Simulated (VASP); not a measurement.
```
MnF2
1.0
    4.88521     0.00000     0.00000
    0.00000     4.88521     0.00000
    0.00000     0.00000     3.30964
Mn F
2 4
Direct
  0.00000   0.00000   0.00000
  0.50000   0.50000   0.50000
  0.30407   0.30407   0.00000
  0.80407   0.19593   0.50000
  0.19593   0.80407   0.50000
  0.69593   0.69593   0.00000
```
Starting moments (μB, in the order of the record's atoms Mn Mn F F F F): -4.6 4.6 0.0 0.0 0.0 0.0.

These are TPSS meta-GGA, VASP's PBE PAW potentials (set 64) (plane waves; VASP 6.6.1) values and carry that method's errors. Run with 520 eV cut-off, 5×5×8 Γ-centred mesh, tetrahedra with Blöchl corrections, potentials Mn_pv F.

### Question
Estimate the cell moment, energy per atom (σ→0), band gap (over mesh and band path) with the smallest direct gap where there is one.

### Answer

The band gap (over mesh and band path) comes out as 2.59 eV, the smallest direct gap (over mesh and band path) is 2.64 eV and the cell moment is 0.00 μB. The energy per atom (σ→0) is -10.887 eV/atom.

### Question
Give the moment on each site (PAW-sphere projection).

### Answer

```csv
site,moment (μB)
Mn1,4.58
Mn2,-4.58
F3,-0.03
F4,0.03
F5,0.03
F6,-0.03
```

Only differences to runs with the same potentials and settings are physical.

The compound is MnF2 in the rutile structure. It was relaxed first.
